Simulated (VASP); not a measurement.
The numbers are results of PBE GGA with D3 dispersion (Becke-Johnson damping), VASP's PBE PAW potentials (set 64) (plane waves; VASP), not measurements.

VASP ran on this input.

**INCAR**
```
SIGMA=0.05   # width (eV)
PREC=Accurate
EDIFF=1E-6   # SCF stop (eV)
ISIF=3   # ions, shape and volume
LCHARG=.FALSE.
LMAXMIX=4
SYSTEM=CdSe
ENCUT=520   # plane-wave cut-off (eV)
IBRION=2
GGA=PE
LWAVE=.FALSE.
NELM=100   # most electronic steps
IVDW=12   # D3, Becke-Johnson
ISMEAR=0   # Gaussian
LASPH=.TRUE.   # aspherical one-centre terms
NSW=60   # most ionic steps
ALGO=Normal   # blocked Davidson
EDIFFG=-0.01   # ionic stop
LREAL=.FALSE.   # projection in real space or not
```

KPOINTS:
```
Automatic
0
G
 7 7 7
```

**POSCAR**
```
CdSe
1
    0.0000000000     3.0616195277     3.0616195277
    3.0616195277     0.0000000000     3.0616195277
    3.0616195277     3.0616195277     0.0000000000
Cd Se
1 1
Direct
  0.0000000000   0.0000000000   0.0000000000
  0.2500000000   0.2500000000   0.2500000000
```

POTCAR, in this order: Cd Se (PBE.64 set). Program: vasp_std.

Output of the run:

File OSZICAR:
```
       N       E                     dE             d eps       ncg     rms          rms(c)
DAV:   1     0.110847076955E+03    0.11085E+03   -0.89519E+03   528   0.124E+03
DAV:   2    -0.107566546964E+01   -0.11192E+03   -0.10739E+03   575   0.294E+02
DAV:   3    -0.583684601011E+01   -0.47612E+01   -0.47473E+01   625   0.628E+01
DAV:   4    -0.586223946544E+01   -0.25393E-01   -0.25391E-01   565   0.458E+00
DAV:   5    -0.586240194736E+01   -0.16248E-03   -0.16248E-03   615   0.332E-01    0.623E+00
DAV:   6    -0.550398546969E+01    0.35842E+00   -0.67743E-01   693   0.107E+01    0.487E+00
DAV:   7    -0.548287099346E+01    0.21114E-01   -0.16395E-01   560   0.308E+00    0.211E+00
DAV:   8    -0.548370216870E+01   -0.83118E-03   -0.14967E-02   535   0.182E+00    0.245E-01
DAV:   9    -0.548383592549E+01   -0.13376E-03   -0.20238E-03   600   0.676E-01    0.504E-02
DAV:  10    -0.548390785791E+01   -0.71932E-04   -0.22927E-04   535   0.221E-01    0.456E-02
DAV:  11    -0.548395415484E+01   -0.46297E-04   -0.80909E-05   535   0.711E-02    0.135E-02
DAV:  12    -0.548395324957E+01    0.90526E-06   -0.70734E-06   615   0.397E-02
   1 F= -.61069194E+01 E0= -.61069194E+01  d E =-.610692E+01
```

OUTCAR:
```
------------------------ aborting loop because EDIFF is reached ----------------------------------------
 Edisp (eV)   -0.62297
  FORCE on cell =-STRESS in cart. coord.  units (eV):
  Direction    XX          YY          ZZ          XY          YZ          ZX
  --------------------------------------------------------------------------------------
  Total       0.01049     0.01049     0.01049    -0.00000     0.00000     0.00000
  in kB       0.29272     0.29272     0.29272    -0.00000     0.00000     0.00000
  external pressure =        0.29 kB  Pullay stress =        0.00 kB
  volume of cell :       57.40
      direct lattice vectors                 reciprocal lattice vectors
     0.000000000  3.061619528  3.061619528    -0.163312259  0.163312259  0.163312259
     3.061619528  0.000000000  3.061619528     0.163312259 -0.163312259  0.163312259
     3.061619528  3.061619528  0.000000000     0.163312259  0.163312259 -0.163312259
  FREE ENERGIE OF THE ION-ELECTRON SYSTEM (eV)
  ---------------------------------------------------
  free  energy   TOTEN  =        -6.1069193679 eV

  energy  without entropy=       -6.1069193679  energy(sigma->0) =       -6.10691937

 reached required accuracy - stopping structural energy minimisation
```
(Selected blocks of OUTCAR.)

### OUTCAR
```
 val. band max:        0.7851689352   @ k =   0.0000   0.0000   0.0000

 cond. band min:       1.3514005616   @ k =   0.0000   0.0000   0.0000


 Fermi energy:         1.0232443572

 k-point     1 :       0.0000    0.0000    0.0000
  band No.  band energies     occupation
      1     -11.6972      2.00000
      2      -7.0852      2.00000
      3      -7.0852      2.00000
      4      -7.0852      2.00000
      5      -6.7322      2.00000
      6      -6.7322      2.00000
      7       0.7852      2.00000
      8       0.7852      2.00000
      9       0.7852      2.00000
     10       1.3514      0.00000
     11       6.7187      0.00000
     12       6.7187      0.00000
     13       6.7187      0.00000

 k-point     2 :       0.1429    0.0000    0.0000
  band No.  band energies     occupation
      1     -11.6313      2.00000
      2      -7.0645      2.00000
      3      -7.0645      2.00000
      4      -7.0232      2.00000
      5      -6.7331      2.00000
      6      -6.7331      2.00000
      7      -0.6184      2.00000
      8       0.6315      2.00000
      9       0.6315      2.00000
     10       2.4901      0.00000
     11       6.4833      0.00000
     12       6.9665      0.00000
     13       6.9665      0.00000

 k-point     3 :       0.2857    0.0000    0.0000
  band No.  band energies     occupation
      1     -11.4814      2.00000
      2      -7.0237      2.00000
      3      -7.0237      2.00000
      4      -6.8133      2.00000
      5      -6.7274      2.00000
      6      -6.7274      2.00000
      7      -2.2042      2.00000
      8       0.3202      2.00000
      9       0.3202      2.00000
     10       3.1221      0.00000
     11       6.9461      0.00000
     12       7.2665      0.00000
     13       7.2665      0.00000

 k-point     4 :       0.4286    0.0000    0.0000
  band No.  band energies     occupation
      1     -11.3599      2.00000
      2      -6.9991      2.00000
      3      -6.9991      2.00000
...
```

The compound is CdSe in the zinc blende structure, whereas wurtzite is the usual form. It was relaxed first. The start is the result of an earlier pass.
